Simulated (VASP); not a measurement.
# SiB (P-6m2) in VASP: single point with PBEsol

Aim: the single point of SiB with PBEsol.

Everything below comes from runs of VASP 6.6.1. Logs are shortened: lines on timing, memory, paths and dates and some standing lists are left out, and cuts for length are marked.

**1. The crystal as given**

It takes space group P-6m2 (No. 187, hexagonal). The conventional cell has a = 3.198 Å, b = 3.198 Å, c = 5.853 Å, α = 90.00°, β = 90.00°, γ = 120.00°. Si (site symmetry 3m) is surrounded by 3 B at 2.06 Å and 1 Si at 2.37 Å. B (site symmetry 3m) is surrounded by 1 B at 1.64 Å.

The cell was built by a generator and needn't be a form met in nature.

**2. Single point, PBEsol**

Contents of INCAR:

```
SYSTEM = SiB
PREC = Accurate
ENCUT = 520
EDIFF = 1E-6
ISMEAR = 0
SIGMA = 0.1
LREAL = .False.
LASPH = .True.
NELM = 80
ALGO = Normal
ISIF = 2
LWAVE = .False.
LCHARG = .False.
GGA = PS
NBANDS = 15
```

Contents of KPOINTS:

```
Automatic mesh
0
Gamma
  12 12 6
  0 0 0
```

Contents of POSCAR:

```
SiB
1.0
    3.1984520000      0.0000000000      0.0000000000
   -1.5992260000      2.7699400000      0.0000000000
    0.0000000000      0.0000000000      5.8527200000
Si B
2 2
Direct
    0.0000000000      0.0000000000      0.7027130000
    0.0000000000      0.0000000000      0.2972870000
    0.6666670000      0.3333330000      0.8600380000
    0.6666670000      0.3333330000      0.1399620000
```

Potentials or basis: VASP PAW PBE potentials, release 64 (Si, B).

Started as:

```console
$ cat potpaw_PBE.64/Si/POTCAR potpaw_PBE.64/B/POTCAR > POTCAR
$ mpirun -np 1 vasp_std > vasp.out
```

OUTCAR:

```text
SYSTEM = SiB
   PREC = Accurate
   ENCUT = 520
   EDIFF = 1E-6
   ISMEAR = 0
   LREAL = .False.
   LASPH = .True.
   NELM = 80
   ISIF = 2
   GGA = PS

 ion  position               nearest neighbor table
   1  0.000  0.000  0.703-   3 2.06   3 2.06   3 2.06   2 2.37
   2  0.000  0.000  0.297-   4 2.06   4 2.06   4 2.06   1 2.37
   3  0.667  0.333  0.860-   4 1.64   1 2.06   1 2.06   1 2.06
   4  0.667  0.333  0.140-   3 1.64   2 2.06   2 2.06   2 2.06

  LATTYP: Found a hexagonal cell.
 ALAT       =     3.1984520000
 C/A-ratio  =     1.8298601949

  Lattice vectors:

 A1 = (   3.1984520000,   0.0000000000,   0.0000000000)
 A2 = (  -1.5992260000,   2.7699400000,   0.0000000000)
 A3 = (   0.0000000000,   0.0000000000,   5.8527200000)

Analysis of symmetry for initial positions (statically):
=====================================================================
 Subroutine PRICEL returns:
 Original cell was already a primitive cell.

 Routine SETGRP: Setting up the symmetry group for a
 hexagonal supercell.

 Subroutine GETGRP returns: Found 12 space group operations
 (whereof 12 operations were pure point group operations)
 out of a pool of 24 trial point group operations.

The static configuration has the point symmetry D_3h.

Analysis of symmetry for dynamics (positions and initial velocities):
=====================================================================
 Subroutine PRICEL returns:
 Original cell was already a primitive cell.

 Routine SETGRP: Setting up the symmetry group for a
 hexagonal supercell.

 Subroutine GETGRP returns: Found 12 space group operations
 (whereof 12 operations were pure point group operations)
 out of a pool of 24 trial point group operations.

The dynamic configuration has the point symmetry D_3h.

 Subroutine INISYM returns: Found 12 space group operations
 (whereof 12 operations are pure point group operations),
 and found     1 'primitive' translations

----------------------------------------------------------------------------------------

                                     Primitive cell

  volume of cell :      51.8523

  direct lattice vectors                    reciprocal lattice vectors
     3.198452000  0.000000000  0.000000000     0.312651245  0.180509325  0.000000000
    -1.599226000  2.769940000  0.000000000     0.000000000  0.361018650  0.000000000
     0.000000000  0.000000000  5.852720000     0.000000000  0.000000000  0.170860728

  length of vectors
     3.198452000  3.198451407  5.852720000     0.361018583  0.361018650  0.170860728

  position of ions in fractional coordinates (direct lattice)
     0.000000000  0.000000000  0.702713000
     0.000000000  0.000000000  0.297287000
     0.666667000  0.333333000  0.860038000
     0.666667000  0.333333000  0.139962000

  ion indices of the primitive-cell ions
   primitive index   ion index
                 1           1
                 2           2
                 3           3
                 4           4

----------------------------------------------------------------------------------------

 KPOINTS: Automatic mesh

Automatic generation of k-mesh.
 Grid dimensions read from file:
 generate k-points for:   12   12    6

 Generating k-lattice:

  Cartesian coordinates                     Fractional coordinates (reciprocal lattice)
     0.026054270  0.015042444  0.000000000     0.083333333 -0.000000000  0.000000000
     0.000000000  0.030084888  0.000000000     0.000000000  0.083333333  0.000000000
     0.000000000  0.000000000  0.028476788     0.000000000  0.000000000  0.166666667

  Length of vectors
     0.030084882  0.030084888  0.028476788

  Shift w.r.t. Gamma in fractional coordinates (k-lattice)
     0.000000000  0.000000000  0.000000000

 Subroutine IBZKPT returns following result:
 ===========================================

 Found     76 irreducible k-points:

 Following reciprocal coordinates:
            Coordinates               Weight
  0.000000  0.000000  0.000000      1.000000
  0.083333  0.000000  0.000000      6.000000
  0.166667 -0.000000  0.000000      6.000000
  0.250000 -0.000000  0.000000      6.000000
  0.333333  0.000000  0.000000      6.000000
  0.416667  0.000000  0.000000      6.000000
[... 16 lines left out ...]
  0.250000 -0.000000  0.166667     12.000000
  0.333333  0.000000  0.166667     12.000000
 [... further k-points ...]
   k-points           NKPTS =     76   k-points in BZ     NKDIM =     76   number of bands    NBANDS=     15
   number of dos      NEDOS =    301   number of ions     NIONS =      4
   total plane-waves  NPLWV =  27648
   dimension x,y,z NGX =    24 NGY =   24 NGZ =   48
   dimension x,y,z NGXF=    48 NGYF=   48 NGZF=   96
   ions per type =               2   2
   NGX,Y,Z   is equivalent  to a cutoff of  12.47, 12.47, 13.63 a.u.
   NGXF,Y,Z  is equivalent  to a cutoff of  24.95, 24.95, 27.27 a.u.
 SYSTEM =  SiB
   PREC   = accura    normal or accurate (medium, high low for compatibility)
   ISTART =      0    job   : 0-new  1-cont  2-samecut
   ICHARG =      2    charge: 1-file 2-atom 10-const
   ISPIN  =      1    spin polarized calculation?
   LNONCOLLINEAR =      F non collinear calculations
   LSORBIT =      F    spin-orbit coupling
   LASPH  =      T    aspherical Exc in radial PAW
   ENCUT  =  520.0 eV  38.22 Ry    6.18 a.u.   5.95  5.95 10.88*2*pi/ulx,y,z
   NELM   =     80;   NELMIN=  2; NELMDL= -5     # of ELM steps
   EDIFF  = 0.1E-05   stopping-criterion for ELM
   LREAL  =      F    real-space projection
[... 7 lines left out ...]
   TEBEG  =    0.0;   TEEND  =   0.0 temperature during run
   PSTRESS=    0.0 pullay stress
   NELECT =      14.0000    total number of electrons
   NUPDOWN=      -1.0000    fix difference up-down
   EMIN   =  10.00;   EMAX   =-10.00  energy-range for DOS
   EFERMI =   0.00;   METHOD = LEGACY
   ISMEAR =     0;   SIGMA  =   0.10  broadening in eV -4-tet -1-fermi 0-gaus
   EFERMI_NEDOS =   21; number of points for ismear=-14 and -15
   IALGO  =     38    algorithm
   IMIX   =      4    mixing-type and parameters
     AMIX     =   0.40;   BMIX     =  1.00
     AMIX_MAG =   1.60;   BMIX_MAG =  1.00
  volume/ion in A,a.u.               =      12.96        87.48
  Fermi-wavevector in a.u.,A,eV,Ry     =   1.058104  1.999526 15.232855  1.119583
  Thomas-Fermi vector in A             =   2.193401
   LORBIT       =      0    0 simple, 1 ext, 2 COOP (PROOUT), +10 PAW based schemes
   GGA     = PS    functional components
   LHFCALC =     F    Hartree Fock is set to
   AEXX    =    0.0000 exact exchange contribution
   IVDW    =     0    specifies the selected vdW correction
   LEPSILON=     F    determine dielectric tensor
   LRPA    =     F    only Hartree local field effects (RPA)
 non-spin polarized calculation
 Gauss-broadening in eV      SIGMA  =   0.10
  energy-cutoff  :      520.00
  volume of cell :       51.85
 maximum number of plane-waves:      1416
 NGX is ok and might be reduce to    24
   NGX = 11   NGY = 11   NGZ = 21

 number of electron      13.9999999 magnetization

 Free energy of the ion-electron system (eV)
  ---------------------------------------------------
  ext. energy  EPLUGINS =         0.00000000
  ---------------------------------------------------
  free energy    TOTEN  =       -24.11130019 eV

  energy without entropy =      -24.10511336  energy(sigma->0) =      -24.10820678

 E-fermi :   5.5700     XC(G=0): -10.5343

 val. band max:        5.5595921036   @ k =   0.2500   0.1667   0.0000
 cond. band min:       5.5782784921   @ k =   0.3333   0.0833   0.5000
 fundamental gap:      0.0186863885
 Fermi energy:         5.5699737481

 k-point     1 :       0.0000    0.0000    0.0000
  band No.  band energies     occupation
      1      -6.7460      2.00000
      2      -3.9387      2.00000
      3      -1.6584      2.00000
      4       5.7725      0.00418
      5       6.5238      0.00000
      6       6.5238      0.00000
      7       9.0461      0.00000
      8       9.0461      0.00000
      9      10.0917      0.00000
     10      11.2975      0.00000
     11      11.2975      0.00000
     12      12.3781      0.00000
     13      14.0736      0.00000
     14      14.0736      0.00000
     15      14.9513      0.00000

 k-point     2 :       0.0833    0.0000    0.0000
  band No.  band energies     occupation
      1      -6.6281      2.00000
      2      -3.8211      2.00000
      3      -1.5550      2.00000
      4       5.7182      0.03606
      5       5.8911      0.00001
      6       6.2950      0.00000
      7       8.3467      0.00000
      8       8.7983      0.00000
      9      10.2186      0.00000
     10      10.8498      0.00000
     11      11.5119      0.00000
     12      12.9883      0.00000
     13      13.8856      0.00000
     14      14.5014      0.00000
     15      15.2802      0.00000

 k-point     3 :       0.1667   -0.0000    0.0000
  band No.  band energies     occupation
      1      -6.2760      2.00000
      2      -3.4701      2.00000
      3      -1.2522      2.00000
      4       4.3595      2.00000
      5       5.6567      0.21975
      6       5.7794      0.00306
      7       6.8427      0.00000
      8       8.2532      0.00000
      9      10.0681      0.00000
     10      10.5249      0.00000
     11      11.8313      0.00000
     12      13.0319      0.00000
     13      13.3304      0.00000
     14      14.9362      0.00000
     15      15.5538      0.00000
[... 343 lines left out ...]
 k-point    23 :       0.2500   -0.0000    0.1667
  band No.  band energies     occupation
      1      -5.5947      2.00000
      2      -3.3459      2.00000
      3      -0.1751      2.00000
      4       2.7626      2.00000
      5       4.5132      2.00000
      6       5.2862      1.99994
      7       5.4201      1.96593
      8       7.4948      0.00000
      9       9.2707      0.00000
     10      10.9836      0.00000
     11      11.9617      0.00000
     12      12.1972      0.00000
     13      12.9199      0.00000
     14      15.7799      0.00000
     15      16.3710      0.00000

 k-point    24 :       0.3333    0.0000    0.1667
  band No.  band energies     occupation
      1      -4.8017      2.00000
      2      -2.5610      2.00000
      3       0.1156      2.00000
      4       1.4512      2.00000
      5       3.0054      2.00000
      6       4.8397      2.00000
      7       4.8825      2.00000
      8       7.0301      0.00000
      9       8.7352      0.00000
     10      10.5761      0.00000
     11      11.4842      0.00000
     12      12.0331      0.00000
     13      12.5249      0.00000
     14      15.2532      0.00000
     15      16.8876      0.00000

 [... further k-points ...]

------------------------ aborting loop because EDIFF is reached ----------------------------------------

  FORCE on cell =-STRESS in cart. coord.  units (eV):
  Direction    XX          YY          ZZ          XY          YZ          ZX
  --------------------------------------------------------------------------------------
  -------------------------------------------------------------------------------------
  Total       -0.7277856     -0.7277853     -0.5116572      0.0000000      0.0000000      0.0000000
  in kB      -22.4877557    -22.4877446    -15.8096308      0.0000000      0.0000000      0.0000000
  external PRESSURE =     -20.2617104 kB  Pullay stress =       0.0000000 kB

 VOLUME and BASIS-vectors are now :
 -----------------------------------------------------------------------------
  energy-cutoff  :      520.00
  volume of cell :       51.85
      direct lattice vectors                 reciprocal lattice vectors
     3.198452000  0.000000000  0.000000000     0.312651245  0.180509325  0.000000000
    -1.599226000  2.769940000  0.000000000     0.000000000  0.361018650  0.000000000
     0.000000000  0.000000000  5.852720000     0.000000000  0.000000000  0.170860728

 POSITION                                       TOTAL-FORCE (eV/Angst)
 -----------------------------------------------------------------------------------
      0.00000      0.00000      4.11278        -0.000000      0.000000      0.009582
      0.00000      0.00000      1.73994        -0.000000      0.000000     -0.009582
      1.59923      0.92331      5.03356         0.000000      0.000000     -0.026507
      1.59923      0.92331      0.81916         0.000000      0.000000      0.026507
 -----------------------------------------------------------------------------------
    total drift:                               -0.000344      0.000189      0.000000

  FREE ENERGIE OF THE ION-ELECTRON SYSTEM (eV)
  ---------------------------------------------------
  free  energy   TOTEN  =       -24.1113001886 eV

  energy  without entropy=      -24.1051133617  energy(sigma->0) =      -24.10820678
```

It took 18 s on 1 thread of Intel Xeon 6975P-C (Granite Rapids), shared host; peak memory 0.19 GiB.

What came out:

- Free energy: -24.1113 eV
- Pressure: -2.0 GPa
- Largest force: 0.027 eV/Å
- Band gap on the k mesh: none (metal or under the smearing width)

Forces in eV/Å, atoms in the order of the input:
```
Si   0.000  0.000  0.010
Si   0.000  0.000 -0.010
B    0.000  0.000 -0.027
B    0.000  0.000  0.027
```

Stress tensor (GPa, compression positive):
```
-2.25  0.00  0.00
 0.00 -2.25  0.00
 0.00  0.00 -1.58
```

Caveat: the PAW data sets were made with another functional, which shifts forces and pressure a little.
